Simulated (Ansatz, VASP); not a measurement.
# Cross-check of TiSn between VASP and Ansatz

Wanted: the spread between two codes on one cell, functional and k mesh. The cell is generated by rule, not measured, and may not be a known phase. The cell is taken from a series of runs on this material, whose earlier steps may have relaxed, scaled, displaced or heated it; both programs get it as it stands.

Main program and level: Ansatz 0.2.0; plane waves, with VASP 6.6.1 beside it; zone-centre phonons at PBEsol.

The structure was built from a prototype and need not be the compound's stable phase.

**1. Starting point**

The structure is hexagonal, space group P6_3/mmc (No. 194). Conventional cell: a = 3.826 Å, b = 3.826 Å, c = 6.767 Å, α = 90.00°, β = 90.00°, γ = 120.00°. Nearest to Ti lie 6 Sn at 2.78 Å. Nearest to Sn lie 6 Ti at 2.78 Å. Farther neighbours are not listed.

Coordinates:

```cif
data_structure
_symmetry_space_group_name_H-M 'P 1'
_symmetry_Int_Tables_number 1
_cell_length_a 3.8261
_cell_length_b 3.8261
_cell_length_c 6.7670
_cell_angle_alpha 90.000
_cell_angle_beta 90.000
_cell_angle_gamma 120.000
_cell_volume 85.79
loop_
_atom_site_label
_atom_site_type_symbol
_atom_site_fract_x
_atom_site_fract_y
_atom_site_fract_z
_atom_site_occupancy
Ti1 Ti 0.00000 0.00000 0.00000 1
Ti2 Ti 0.00000 0.00000 0.50000 1
Sn3 Sn 0.33333 0.66667 0.25000 1
Sn4 Sn 0.66667 0.33333 0.75000 1
```

**2. VASP: zone-centre phonons, PBEsol**

Second derivatives magnify differences that forces hide, and they need a tight electronic threshold.

Lines of VASP's logs that name or quote its potential files are left out, and so is its time.

INCAR

```
SYSTEM = TiSn
PREC = Accurate
ENCUT = 500
EDIFF = 1E-08
NELM = 120
ISMEAR = 1
SIGMA = 0.15
LREAL = .FALSE.
ALGO = Normal
GGA = PS
NBANDS = 32
LASPH = .TRUE.
LORBIT = 11
LWAVE = .FALSE.
LCHARG = .FALSE.
ISIF = 2
IBRION = 8
GGA_COMPAT = .FALSE.
KPAR = 2
```

POSCAR

```
TiSn
1.0
    3.8261429115      0.0000000000      0.0000000000
   -1.9130714558      3.3135369599      0.0000000000
    0.0000000000      0.0000000000      6.7669923696
Ti Sn
2 2
Direct
    0.0000000000      0.0000000000      0.0000000000
    0.0000000000      0.0000000000      0.5000000000
    0.3333333333      0.6666666667      0.2500000000
    0.6666666667      0.3333333333      0.7500000000
```

KPOINTS

```
Automatic mesh
0
Gamma
12 12 6
0 0 0
```

PAW data sets: Ti_sv and Sn_d (PBE family, release 64).

Started as:

```
mpirun -np 2 vasp_std
```

Numbers of over 12 decimals in the logs are rounded to 6 here.

The log of the run:

```text
[banner, memory and clock lines left out]
running    2 mpi-ranks, on    1 nodes
 distrk:  each k-point on    1 cores,    2 groups
 distr:  one band on    1 cores,    1 groups

 POSCAR found type information on POSCAR TiSn
 POSCAR found :  2 types and       4 ions
|                                                                             |
|               ----> ADVICE to this user running VASP <----                  |
|                                                                             |
|     You enforced a specific xc type in the INCAR file but a different       |
|     [... a line on the potential file left out ...]
|     I HOPE YOU KNOW WHAT YOU ARE DOING!                                     |
|                                                                             |

 LDA part: xc-table for (Slater+PW92), standard interpolation
 POSCAR, INCAR and KPOINTS ok, starting setup
 FFT: planning ... GRIDC
 FFT: planning ... GRID_SOFT
 FFT: planning ... GRID
 WAVECAR not read
 entering main loop
       N       E                     dE             d eps       ncg     rms          rms(c)
DAV:   1     0.570947207260E+03    0.57095E+03   -0.26085E+04  4880   0.236E+03
DAV:   2     0.471099847168E+02   -0.52384E+03   -0.51665E+03  4864   0.604E+02
DAV:   3    -0.242567418629E+02   -0.71367E+02   -0.70434E+02  6992   0.203E+02
DAV:   4    -0.297458700112E+02   -0.54891E+01   -0.54538E+01  7216   0.495E+01
DAV:   5    -0.300155488018E+02   -0.26968E+00   -0.26965E+00  6968   0.852E+00    0.145E+01
DAV:   6    -0.263054954984E+02    0.37101E+01   -0.42796E+01  6048   0.360E+01    0.571E+00
DAV:   7    -0.257744473542E+02    0.53105E+00   -0.70659E+00  6040   0.176E+01    0.298E+00
DAV:   8    -0.257373829654E+02    0.37064E-01   -0.63565E-01  6384   0.561E+00    0.964E-01
DAV:   9    -0.257312606205E+02    0.61223E-02   -0.84162E-02  6216   0.210E+00    0.437E-01
DAV:  10    -0.257327357493E+02   -0.14751E-02   -0.10739E-02  6432   0.755E-01    0.100E-01
DAV:  11    -0.257325015208E+02    0.23423E-03   -0.29883E-03  6328   0.362E-01    0.647E-02
DAV:  12    -0.257324825810E+02    0.18940E-04   -0.33451E-04  7184   0.113E-01    0.106E-02
DAV:  13    -0.257324804274E+02    0.21536E-05   -0.79879E-06  6272   0.245E-02    0.418E-03
DAV:  14    -0.257324815893E+02   -0.11619E-05   -0.12253E-06  6984   0.836E-03    0.102E-03
DAV:  15    -0.257324814282E+02    0.16104E-06   -0.67001E-08  5960   0.240E-03    0.384E-04
DAV:  16    -0.257324815345E+02   -0.10631E-06   -0.10819E-08  3864   0.846E-04    0.892E-05
DAV:  17    -0.257324815258E+02    0.87502E-08   -0.17005E-09  3544   0.398E-04
   1 F= -.25732482E+02 E0= -.25733509E+02  d E =0.308206E-02
 Linear response reoptimize wavefunctions to high precision
DAV:   1    -0.257324815236E+02    0.21801E-08   -0.40918E-10  3536   0.186E-04
DAV:   2    -0.257324815236E+02   -0.30013E-10   -0.13797E-10  3296   0.119E-04
 Linear response DOF=           4
 Linear response progress:
  Degree of freedom:   1/  4
       N       E                     dE             d eps       ncg     rms          rms(c)
RMM:   1    -0.744663667319E+00   -0.74466E+00    0.11272E+01 15728   0.911E+01
RMM:   2    -0.697871686438E+00    0.46792E-01   -0.41927E-01 30173   0.382E+00    0.204E-01
RMM:   3    -0.698086260715E+00   -0.21457E-03   -0.34636E-02 34066   0.103E+00    0.931E-02
RMM:   4    -0.698641103091E+00   -0.55484E-03   -0.12217E-02 38741   0.397E-01    0.368E-02
RMM:   5    -0.699470019486E+00   -0.82892E-03   -0.22973E-03 40187   0.163E-01    0.303E-02
RMM:   6    -0.699751749300E+00   -0.28173E-03   -0.86852E-04 39908   0.931E-02    0.277E-02
RMM:   7    -0.700415324023E+00   -0.66357E-03   -0.23029E-04 37645   0.579E-02    0.603E-03
RMM:   8    -0.700407310346E+00    0.80137E-05   -0.12115E-04 40252   0.344E-02    0.415E-03
RMM:   9    -0.700520954250E+00   -0.11364E-03   -0.61115E-05 40233   0.218E-02    0.984E-04
RMM:  10    -0.700539870254E+00   -0.18916E-04   -0.34704E-05 42548   0.141E-02    0.469E-04
RMM:  11    -0.700549049631E+00   -0.91794E-05   -0.24035E-05 42132   0.990E-03    0.216E-04
RMM:  12    -0.700555027855E+00   -0.59782E-05   -0.18690E-05 42396   0.748E-03    0.242E-04
RMM:  13    -0.700551192573E+00    0.38353E-05   -0.15042E-05 41292   0.597E-03    0.141E-04
RMM:  14    -0.700551862141E+00   -0.66957E-06   -0.11979E-05 42445   0.487E-03    0.176E-04
[...]
RMM:  24    -0.700557037802E+00   -0.32335E-06   -0.35524E-06 39059   0.166E-03    0.639E-05
RMM:  25    -0.700557222233E+00   -0.18443E-06   -0.31652E-06 39209   0.145E-03    0.728E-05
RMM:  26    -0.700557271514E+00   -0.49281E-07   -0.29345E-06 40282   0.133E-03    0.808E-05
RMM:  27    -0.700557252081E+00    0.19433E-07   -0.25667E-06 39193   0.131E-03    0.491E-05
RMM:  28    -0.700557280025E+00   -0.27944E-07   -0.23932E-06 36090   0.117E-03    0.572E-05
RMM:  29    -0.700557351895E+00   -0.71870E-07   -0.22319E-06 40648   0.108E-03    0.563E-05
RMM:  30    -0.700557407265E+00   -0.55369E-07   -0.20022E-06 40495   0.102E-03    0.617E-05
RMM:  31    -0.700557372353E+00    0.34912E-07   -0.18568E-06 40819   0.986E-04    0.645E-05
 first order change of Fermi-energy  -0.39178E-03
 force on displaced ion       1 direction 1 :  -6.578   0.000   0.000
 Linear response progress:
  Degree of freedom:   2/  4
       N       E                     dE             d eps       ncg     rms          rms(c)
RMM:   1    -0.704675651829E+00   -0.70468E+00    0.24581E+01  7062   0.965E+01
RMM:   2    -0.651661876063E+00    0.53014E-01   -0.47968E-01 11064   0.416E+00    0.210E-01
RMM:   3    -0.649623112670E+00    0.20388E-02   -0.53039E-02 13475   0.131E+00    0.984E-02
RMM:   4    -0.649029960836E+00    0.59315E-03   -0.12099E-02 13857   0.487E-01    0.473E-02
RMM:   5    -0.649706459262E+00   -0.67650E-03   -0.27562E-03 14449   0.202E-01    0.758E-02
RMM:   6    -0.649961141544E+00   -0.25468E-03   -0.88499E-04 14254   0.120E-01    0.176E-02
RMM:   7    -0.650211267665E+00   -0.25013E-03   -0.29566E-04 15491   0.610E-02    0.107E-02
RMM:   8    -0.650434284505E+00   -0.22302E-03   -0.11358E-04 15220   0.357E-02    0.269E-03
RMM:   9    -0.650488433417E+00   -0.54149E-04   -0.47257E-05 16306   0.207E-02    0.936E-04
RMM:  10    -0.650495040933E+00   -0.66075E-05   -0.30622E-05 16152   0.131E-02    0.765E-04
RMM:  11    -0.650502901732E+00   -0.78608E-05   -0.23373E-05 16623   0.888E-03    0.446E-04
RMM:  12    -0.650510799419E+00   -0.78977E-05   -0.10635E-05 16370   0.670E-03    0.206E-04
RMM:  13    -0.650510509382E+00    0.29004E-06   -0.10751E-05 16683   0.511E-03    0.111E-04
RMM:  14    -0.650511225705E+00   -0.71632E-06   -0.72147E-06 16788   0.408E-03    0.854E-05
[...]
RMM:  21    -0.650511517291E+00   -0.14427E-06   -0.35107E-06 15671   0.151E-03    0.845E-05
RMM:  22    -0.650511676265E+00   -0.15897E-06   -0.36040E-06 16729   0.136E-03    0.101E-04
RMM:  23    -0.650511711772E+00   -0.35507E-07   -0.30342E-06 16920   0.124E-03    0.111E-04
RMM:  24    -0.650511769086E+00   -0.57314E-07   -0.31116E-06 16942   0.113E-03    0.124E-04
RMM:  25    -0.650511802701E+00   -0.33614E-07   -0.27555E-06 16237   0.104E-03    0.133E-04
RMM:  26    -0.650511879187E+00   -0.76487E-07   -0.27584E-06 15776   0.964E-04    0.142E-04
RMM:  27    -0.650511913964E+00   -0.34777E-07   -0.22683E-06 15587   0.896E-04    0.149E-04
RMM:  28    -0.650512007292E+00   -0.93328E-07   -0.23136E-06 15402   0.838E-04    0.154E-04
 first order change of Fermi-energy   0.36622E-03
 force on displaced ion       1 direction 3 :   0.000   0.000  -9.371
 Linear response progress:
  Degree of freedom:   3/  4
       N       E                     dE             d eps       ncg     rms          rms(c)
RMM:   1    -0.212659441079E+00   -0.21266E+00    0.90540E-01 25696   0.107E+01
RMM:   2    -0.217257747496E+00   -0.45983E-02   -0.29593E-02 35184   0.942E-01    0.875E-02
RMM:   3    -0.217560234159E+00   -0.30249E-03   -0.37130E-03 41535   0.341E-01    0.439E-02
RMM:   4    -0.217846391545E+00   -0.28616E-03   -0.57746E-04 44958   0.128E-01    0.227E-02
RMM:   5    -0.218062654845E+00   -0.21626E-03   -0.18021E-04 45743   0.530E-02    0.513E-03
RMM:   6    -0.218061752770E+00    0.90207E-06   -0.44315E-05 45840   0.240E-02    0.172E-03
RMM:   7    -0.218063726653E+00   -0.19739E-05   -0.10168E-05 48780   0.129E-02    0.107E-03
RMM:   8    -0.218050579318E+00    0.13147E-04   -0.18873E-05 48501   0.773E-03    0.305E-04
RMM:   9    -0.218052790507E+00   -0.22112E-05   -0.54646E-07 49323   0.491E-03    0.250E-04
RMM:  10    -0.218053093698E+00   -0.30319E-06   -0.76702E-06 49974   0.322E-03    0.152E-04
RMM:  11    -0.218052059109E+00    0.10346E-05    0.10347E-06 49559   0.220E-03    0.622E-05
RMM:  12    -0.218052358841E+00   -0.29973E-06   -0.28274E-07 49873   0.152E-03    0.598E-05
RMM:  13    -0.218052340576E+00    0.18265E-07   -0.85885E-07 50321   0.107E-03    0.443E-05
RMM:  14    -0.218052293198E+00    0.47378E-07   -0.13104E-06 51657   0.773E-04    0.345E-05
[...]
RMM:  20    -0.218051990633E+00   -0.52389E-07   -0.44775E-07 48254   0.198E-04    0.926E-06
RMM:  21    -0.218051967399E+00    0.23234E-07   -0.28997E-07 48172   0.173E-04    0.707E-06
RMM:  22    -0.218051956173E+00    0.11226E-07   -0.23864E-07 48615   0.155E-04    0.509E-06
RMM:  23    -0.218051966133E+00   -0.99604E-08   -0.38922E-07 49160   0.141E-04    0.366E-06
RMM:  24    -0.218051953161E+00    0.12972E-07   -0.23756E-07 45730   0.129E-04    0.421E-06
RMM:  25    -0.218051963240E+00   -0.10079E-07   -0.32287E-07 41716   0.121E-04    0.434E-06
RMM:  26    -0.218051957540E+00    0.56995E-08   -0.24817E-07 39202   0.114E-04    0.466E-06
RMM:  27    -0.218051961950E+00   -0.44095E-08   -0.27908E-07 38753   0.109E-04    0.485E-06
 first order change of Fermi-energy   0.40755E-04
 force on displaced ion       3 direction 1 :  -5.884  -0.000   0.000
 Linear response progress:
  Degree of freedom:   4/  4
       N       E                     dE             d eps       ncg     rms          rms(c)
RMM:   1    -0.230914916682E+00   -0.23091E+00    0.77866E-01  8676   0.102E+01
RMM:   2    -0.236448715635E+00   -0.55338E-02   -0.37251E-02 12071   0.109E+00    0.260E-01
RMM:   3    -0.244217917846E+00   -0.77692E-02    0.79380E-04 13358   0.911E-01    0.921E-01
RMM:   4    -0.235271203718E+00    0.89467E-02   -0.10033E-02 12564   0.591E-01    0.903E-02
RMM:   5    -0.235756850034E+00   -0.48565E-03   -0.41743E-03 13972   0.259E-01    0.596E-02
RMM:   6    -0.235864688070E+00   -0.10784E-03   -0.11077E-03 15069   0.129E-01    0.255E-02
RMM:   7    -0.235881733664E+00   -0.17046E-04   -0.49393E-04 15500   0.683E-02    0.210E-02
RMM:   8    -0.235876025064E+00    0.57086E-05   -0.25220E-04 15553   0.411E-02    0.802E-03
RMM:   9    -0.235839500728E+00    0.36524E-04   -0.96031E-05 15773   0.253E-02    0.341E-03
RMM:  10    -0.235829818846E+00    0.96819E-05   -0.36717E-05 16111   0.162E-02    0.163E-03
RMM:  11    -0.235821756732E+00    0.80621E-05   -0.35274E-06 15739   0.109E-02    0.541E-04
RMM:  12    -0.235818810311E+00    0.29464E-05    0.21520E-06 16024   0.764E-03    0.549E-04
RMM:  13    -0.235822970013E+00   -0.41597E-05    0.31521E-06 15523   0.543E-03    0.141E-03
RMM:  14    -0.235821220815E+00    0.17492E-05    0.11882E-05 15956   0.377E-03    0.142E-03
RMM:  15    -0.235821890349E+00   -0.66953E-06    0.10627E-05 16456   0.270E-03    0.180E-03
RMM:  16    -0.235821870687E+00    0.19662E-07    0.65246E-06 15833   0.202E-03    0.184E-03
RMM:  17    -0.235820379333E+00    0.14914E-05    0.64290E-06 15168   0.168E-03    0.162E-03
 first order change of Fermi-energy  -0.29789E-03
 force on displaced ion       3 direction 3 :   0.000  -0.000 -10.033
 Linear response finished
```

[end of part 1 of 2]

[Lines on the potential files, build, host, timing and source positions are cut from VASP's logs without a mark.]

[Logs are printed without paths, hosts, clocks, repeated set-up lines and the standing remarks that a program may print on its own settings, such as how far it seeks lower states.]

[Hosts, paths, dates, database ids (printed as entryN), source tags and the programs' standing remarks are cut or masked in the printed files.]
